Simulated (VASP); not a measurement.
# Be2Sb (Fm-3m) in VASP: single point with PBE0

Aim: the single point of Be2Sb with PBE0.

Everything below comes from runs of VASP 6.6.1. Logs are shortened: lines on timing, memory, paths and dates and some standing lists are left out, and cuts for length are marked.

**1. The structure**

Symmetry: Fm-3m, No. 225, cubic system. Conventional cell: a = 5.490 Å, b = 5.490 Å, c = 5.490 Å, α = 90.00°, β = 90.00°, γ = 90.00°. Be (site symmetry -43m) is surrounded by 4 Sb at 2.38 Å. Sb (site symmetry m-3m) is surrounded by 8 Be at 2.38 Å.

The cell was built by a generator and needn't be a form met in nature.

**2. Single point, PBE0**

POSCAR reads:

```
Be2Sb
1.0
    0.0000000000      2.7448070000      2.7448070000
    2.7448070000      0.0000000000      2.7448070000
    2.7448070000      2.7448070000      0.0000000000
Be Sb
2 1
Direct
    0.2500000000      0.2500000000      0.2500000000
    0.7500000000      0.7500000000      0.7500000000
    0.0000000000      0.0000000000      0.0000000000
```

INCAR.step1 reads:

```
SYSTEM = Be2Sb
PREC = Accurate
ENCUT = 520
EDIFF = 1E-5
ISMEAR = -1
SIGMA = 0.0102
LREAL = .FALSE.
LASPH = .TRUE.
NELM = 80
ALGO = Normal
ISIF = 2
LWAVE = .TRUE.
NBANDS = 12
GGA = PE
```

INCAR.step2 reads:

```
SYSTEM = Be2Sb
PREC = Accurate
ENCUT = 520
EDIFF = 1E-7
ISMEAR = -1
SIGMA = 0.0102
LREAL = .FALSE.
LASPH = .TRUE.
NELM = 80
ALGO = Normal
ISIF = 2
LWAVE = .FALSE.
LCHARG = .TRUE.
GGA = PE
LHFCALC = .TRUE.
AEXX = 0.25
PRECFOCK = Normal
HFRCUT = -1
LELF = .TRUE.
LVHAR = .TRUE.
NBANDS = 12
ISTART = 1
```

KPOINTS reads:

```
Automatic mesh
0
G
  3 3 3
  0 0 0
```

Potentials or basis: VASP PAW PBE potentials, release 64 (Be, Sb).

Started as:

```
> cat potpaw_PBE.64/Be/POTCAR potpaw_PBE.64/Sb/POTCAR > POTCAR
> cp INCAR.step1 INCAR
> mpirun -np 1 vasp_std > vasp.out
> cp INCAR.step2 INCAR
> mpirun -np 1 vasp_std > vasp.out
```

OUTCAR:

```text
SYSTEM = Be2Sb
   PREC = Accurate
   ENCUT = 520
   EDIFF = 1E-7
   ISMEAR = -1
   LREAL = .FALSE.
   LASPH = .TRUE.
   NELM = 80
   ISIF = 2
   GGA = PE
   LHFCALC = .TRUE.
   AEXX = 0.25
   PRECFOCK = Normal
   ISTART = 1

 ion  position               nearest neighbor table
   1  0.250  0.250  0.250-   3 2.38   3 2.38   3 2.38   3 2.38
   2  0.750  0.750  0.750-   3 2.38   3 2.38   3 2.38   3 2.38
   3  0.000  0.000  0.000-   2 2.38   2 2.38   2 2.38   1 2.38   2 2.38   1 2.38   1 2.38   1 2.38

  LATTYP: Found a face centered cubic cell.
 ALAT       =     5.4896140000

  Lattice vectors:

 A1 = (   0.0000000000,   2.7448070000,   2.7448070000)
 A2 = (   2.7448070000,   0.0000000000,   2.7448070000)
 A3 = (   2.7448070000,   2.7448070000,   0.0000000000)

Analysis of symmetry for initial positions (statically):
=====================================================================
 Subroutine PRICEL returns:
 Original cell was already a primitive cell.

 Routine SETGRP: Setting up the symmetry group for a
 face centered cubic supercell.

 Subroutine GETGRP returns: Found 48 space group operations
 (whereof 48 operations were pure point group operations)
 out of a pool of 48 trial point group operations.

The static configuration has the point symmetry O_h .

Analysis of symmetry for dynamics (positions and initial velocities):
=====================================================================
 Subroutine PRICEL returns:
 Original cell was already a primitive cell.

 Routine SETGRP: Setting up the symmetry group for a
 face centered cubic supercell.

 Subroutine GETGRP returns: Found 48 space group operations
 (whereof 48 operations were pure point group operations)
 out of a pool of 48 trial point group operations.

The dynamic configuration has the point symmetry O_h .

 Subroutine INISYM returns: Found 48 space group operations
 (whereof 48 operations are pure point group operations),
 and found     1 'primitive' translations

----------------------------------------------------------------------------------------

                                     Primitive cell

  volume of cell :      41.3586

  direct lattice vectors                    reciprocal lattice vectors
     0.000000000  2.744807000  2.744807000    -0.182162170  0.182162170  0.182162170
     2.744807000  0.000000000  2.744807000     0.182162170 -0.182162170  0.182162170
     2.744807000  2.744807000  0.000000000     0.182162170  0.182162170 -0.182162170

  length of vectors
     3.881743285  3.881743285  3.881743285     0.315514134  0.315514134  0.315514134

  position of ions in fractional coordinates (direct lattice)
     0.250000000  0.250000000  0.250000000
     0.750000000  0.750000000  0.750000000
     0.000000000  0.000000000  0.000000000

  ion indices of the primitive-cell ions
   primitive index   ion index
                 1           1
                 2           2
                 3           3

----------------------------------------------------------------------------------------

 KPOINTS: Automatic mesh

Automatic generation of k-mesh.
 Grid dimensions read from file:
 generate k-points for:    3    3    3

 Generating k-lattice:

  Cartesian coordinates                     Fractional coordinates (reciprocal lattice)
    -0.060720723  0.060720723  0.060720723     0.333333333  0.000000000  0.000000000
     0.060720723 -0.060720723  0.060720723     0.000000000  0.333333333  0.000000000
     0.060720723  0.060720723 -0.060720723     0.000000000  0.000000000  0.333333333

  Length of vectors
     0.105171378  0.105171378  0.105171378

  Shift w.r.t. Gamma in fractional coordinates (k-lattice)
     0.000000000  0.000000000  0.000000000

 Subroutine IBZKPT returns following result:
 ===========================================

 Found      4 irreducible k-points:

 Following reciprocal coordinates:
            Coordinates               Weight
  0.000000  0.000000  0.000000      1.000000
  0.333333  0.000000  0.000000      8.000000
  0.333333  0.333333  0.000000      6.000000
 -0.333333  0.333333  0.000000     12.000000
   k-points           NKPTS =      4   k-points in BZ     NKDIM =     27   number of bands    NBANDS=     12
   number of dos      NEDOS =    301   number of ions     NIONS =      3
   total plane-waves  NPLWV =  27000
   dimension x,y,z NGX =    30 NGY =   30 NGZ =   30
   dimension x,y,z NGXF=    60 NGYF=   60 NGZF=   60
   ions per type =               2   1
   NGX,Y,Z   is equivalent  to a cutoff of  12.85, 12.85, 12.85 a.u.
   NGXF,Y,Z  is equivalent  to a cutoff of  25.70, 25.70, 25.70 a.u.
 SYSTEM =  Be2Sb
   PREC   = accura    normal or accurate (medium, high low for compatibility)
   ISTART =      1    job   : 0-new  1-cont  2-samecut
   ICHARG =      0    charge: 1-file 2-atom 10-const
   ISPIN  =      1    spin polarized calculation?
   LNONCOLLINEAR =      F non collinear calculations
   LSORBIT =      F    spin-orbit coupling
   LASPH  =      T    aspherical Exc in radial PAW
   ENCUT  =  520.0 eV  38.22 Ry    6.18 a.u.   7.22  7.22  7.22*2*pi/ulx,y,z
   NELM   =     80;   NELMIN=  2; NELMDL=  0     # of ELM steps
   EDIFF  = 0.1E-06   stopping-criterion for ELM
   LREAL  =      F    real-space projection
   EDIFFG = 0.1E-05   stopping-criterion for IOM
   NSW    =      0    number of steps for IOM
   IBRION =     -1    ionic relax: 0-MD 1-quasi-New 2-CG
   NFREE  =      0    steps in history (QN), initial steepest desc. (CG)
   ISIF   =      2    stress and relaxation
   ISYM   =      3    0-nonsym 1-usesym 2-fastsym
   POTIM  = 0.5000    time-step for ionic-motion
   TEBEG  =    0.0;   TEEND  =   0.0 temperature during run
   PSTRESS=    0.0 pullay stress
   NELECT =       9.0000    total number of electrons
   NUPDOWN=      -1.0000    fix difference up-down
   EMIN   =  10.00;   EMAX   =-10.00  energy-range for DOS
   EFERMI =   0.00;   METHOD = LEGACY
   ISMEAR =    -1;   SIGMA  =   0.01  broadening in eV -4-tet -1-fermi 0-gaus
   EFERMI_NEDOS =   21; number of points for ismear=-14 and -15
   IALGO  =     38    algorithm
   IMIX   =      1    mixing-type and parameters
     AMIX     =   0.40;   BMIX     =  1.00
     AMIX_MAG =   1.60;   BMIX_MAG =  1.00
  volume/ion in A,a.u.               =      13.79        93.03
  Fermi-wavevector in a.u.,A,eV,Ry     =   0.984692  1.860799 13.192465  0.969619
  Thomas-Fermi vector in A             =   2.115944
   LORBIT       =      0    0 simple, 1 ext, 2 COOP (PROOUT), +10 PAW based schemes
   GGA     = PE    functional components
   LHFCALC =     T    Hartree Fock is set to
   PRECFOCK=normal    Normal, Fast or Accurate (Low or Medium for compatibility)
   ENCUT4O =  -1.0   cutoff for four orbital integrals eV
   NKREDX  =     1    reduce k-point grid by
   NKREDY  =     1    reduce k-point grid by
   NKREDZ  =     1    reduce k-point grid by
   AEXX    =    0.2500 exact exchange contribution
   HFSCREEN=    0.0000 screening length (either q_TF or 0.3 A-1)
   HFSCREENC=   0.0000 screening length for correlation (either q_TF or 0.3 A-1)
   ENCUTFOCK=  -1.0 apply spherical cutoff to Coloumb kernel
   IVDW    =     0    specifies the selected vdW correction
   LEPSILON=     F    determine dielectric tensor
   LRPA    =     F    only Hartree local field effects (RPA)
 non-spin polarized calculation
  energy-cutoff  :      520.00
  volume of cell :       41.36
 maximum number of plane-waves:      1139
 NGX is ok and might be reduce to    30
  NGX = 24; NGY = 24; NGZ = 24

 number of electron       9.0000000 magnetization

 Free energy of the ion-electron system (eV)
  ---------------------------------------------------
  ext. energy  EPLUGINS =         0.00000000
  ---------------------------------------------------
  free energy    TOTEN  =       -10.51332445 eV

  energy without entropy =      -10.50732627  energy(sigma->0) =      -10.51032536

 E-fermi :   8.9692     XC(G=0):  -8.1799

 val. band max:        8.9639987211   @ k =  -0.3333   0.3333   0.0000
 cond. band min:       9.5226587650   @ k =   0.0000   0.0000   0.0000
 fundamental gap:      0.5586600439
 Fermi energy:         8.9692091425

 k-point     1 :       0.0000    0.0000    0.0000
  band No.  band energies     occupation
      1      -6.9248      2.00000
      2       7.7585      2.00000
      3       7.7585      2.00000
      4       7.7585      2.00000
      5       9.5227      0.00000
      6       9.5227      0.00000
      7       9.5227      0.00000
      8      14.2007      0.00000
      9      14.4708      0.00000
     10      15.5465      0.00000
     11      15.5465      0.00000
     12      15.5465      0.00000

 k-point     2 :       0.3333    0.0000    0.0000
  band No.  band energies     occupation
      1      -5.4830      2.00000
      2       0.8368      2.00000
      3       5.7012      2.00000
      4       5.7012      2.00000
      5      10.6922      0.00000
      6      10.6922      0.00000
      7      11.0202      0.00000
      8      14.2398      0.00000
      9      16.2575      0.00000
     10      16.2575      0.00000
     11      17.0936      0.00000
     12      21.8786      0.00000

 k-point     3 :       0.3333    0.3333    0.0000
  band No.  band energies     occupation
      1      -4.9974      2.00000
      2       2.0506      2.00000
      3       3.4048      2.00000
      4       3.4048      2.00000
      5       7.8366      2.00000
      6       9.7998      0.00000
      7      15.4051      0.00000
      8      15.4051      0.00000
      9      17.5575      0.00000
     10      19.8186      0.00000
     11      19.8820      0.00000
     12      19.8820      0.00000

 k-point     4 :      -0.3333    0.3333    0.0000
  band No.  band energies     occupation
      1      -3.8446      2.00000
      2       0.4532      2.00000
      3       0.7670      2.00000
      4       3.9283      2.00000
      5       8.9640      1.25000
      6      13.6535      0.00000
      7      14.3105      0.00000
      8      15.5255      0.00000
      9      16.5256      0.00000
     10      16.7463      0.00000
     11      17.5933      0.00000
     12      22.6458      0.00000

------------------------ aborting loop because EDIFF is reached ----------------------------------------

  FORCE on cell =-STRESS in cart. coord.  units (eV):
  Direction    XX          YY          ZZ          XY          YZ          ZX
  --------------------------------------------------------------------------------------
  -------------------------------------------------------------------------------------
  Total        6.1384388      6.1384388      6.1384388      0.0000000      0.0000000     -0.0000000
  in kB      237.7951955    237.7951955    237.7951955      0.0000000      0.0000000     -0.0000000
  external PRESSURE =     237.7951955 kB  Pullay stress =       0.0000000 kB

 VOLUME and BASIS-vectors are now :
 -----------------------------------------------------------------------------
  energy-cutoff  :      520.00
  volume of cell :       41.36
      direct lattice vectors                 reciprocal lattice vectors
     0.000000000  2.744807000  2.744807000    -0.182162170  0.182162170  0.182162170
     2.744807000  0.000000000  2.744807000     0.182162170 -0.182162170  0.182162170
     2.744807000  2.744807000  0.000000000     0.182162170  0.182162170 -0.182162170

 POSITION                                       TOTAL-FORCE (eV/Angst)
 -----------------------------------------------------------------------------------
      1.37240      1.37240      1.37240         0.000000      0.000000     -0.000000
      4.11721      4.11721      4.11721        -0.000000      0.000000      0.000000
      0.00000      0.00000      0.00000        -0.000000     -0.000000     -0.000000
 -----------------------------------------------------------------------------------
    total drift:                                0.000000      0.000000     -0.000000

  FREE ENERGIE OF THE ION-ELECTRON SYSTEM (eV)
  ---------------------------------------------------
  free  energy   TOTEN  =       -10.5133244478 eV

  energy  without entropy=      -10.5073262745  energy(sigma->0) =      -10.51032536
```

Run time: 83 s. Hardware: 1 thread of Intel Xeon Platinum 8488C (Sapphire Rapids), shared host; peak memory 0.18 GiB.

Results:

```
Free energy            : -10.5133 eV
Pressure               : 23.8 GPa
Band gap on the k mesh : none (metal or under the smearing width)
```

Caveat: the k mesh is coarse (spacing up to 0.66 Å⁻¹), so the values aren't converged, least of all with exact exchange; so large a pressure means that the cell lies far from this level's equilibrium, or that cutoff or potentials fall short; the potentials were made for another functional, which shifts forces and pressure. Spin-orbit coupling is left out, which matters for the levels of Sb.
